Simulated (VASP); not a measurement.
Input of a VASP 6.6.1 run:

Contents of INCAR:

```
PREC = Accurate
ENCUT = 520
EDIFF = 1E-7
ISMEAR = 0
SIGMA = 0.1
LREAL = F
LASPH = T
NELM = 100
ALGO = Normal
ISIF = 2
LWAVE = F
LCHARG = F
GGA = PE
IVDW = 12
NBANDS = 17
```

The input KPOINTS:

```
Automatic mesh
0
Gamma
  6 6 6
```

The input POSCAR:

```
BeF
1.0
    1.3742713200      0.7934359200      4.7140447700
   -1.3742713200      0.7934359200      4.7140447700
    0.0000000000     -1.5868718400      4.7140447700
Be F
2 2
Direct
    0.3719375000      0.3719375000      0.3719375000
    0.6280625000      0.6280625000      0.6280625000
    0.7473794600      0.7473794600      0.7473794600
    0.2526205400      0.2526205400      0.2526205400
```

Potentials or basis: VASP PAW PBE potentials, release 64 (Be, F).

Run with:

```console
$ cat potpaw_PBE.64/Be/POTCAR potpaw_PBE.64/F/POTCAR > POTCAR
$ mpirun -np 1 vasp_std > vasp.out
```

(1) Estimate the largest force.

(2) What does it give for the pressure?

(3) What does it give for the dispersion energy per atom?

## Answers

(1) 6.093 eV/Å.

(2) 51.7 GPa.

(3) -0.168 eV.

Caveat: the k mesh is coarse (spacing up to 0.45 Å⁻¹), so the values aren't converged; a pressure of tens of GPa on the cell as given is suspect, and the run, the potentials or the cell itself is likely at fault; forces of over 1 eV/Å show positions far from the minimum, so gaps and moduli don't describe the material at rest.
